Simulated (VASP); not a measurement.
Energy against volume of NaF (rock salt). Computed with RPBE GGA, VASP's PBE PAW potentials (set 64) (plane waves; VASP). Numerical set-up: 520 eV cut-off, 9×9×9 Γ-centred mesh, Gaussian smearing of 0.050 eV, potentials Na_pv F.

| V (Å³/atom) | E (eV/atom) |
|---|---|
| 13.064 | -4.08767 |
| 13.481 | -4.09375 |
| 13.898 | -4.09626 |
| 14.315 | -4.09575 |

Task: Fit these four points and predict the energy of the run at 14.731 Å³/atom.

Result: A cubic in V^(−2/3), the third-order Birch-Murnaghan form, passes through the four points with V0 = 14.03 Å³/atom and B0 = 37 GPa, and gives -4.0927 eV/atom there. The run gave -4.0926 eV/atom, +0.1 meV/atom from the fit; all five points give B0 = 38 GPa.

The compound is NaF in the rock salt structure. It was relaxed first, which changed the volume by +13 %.
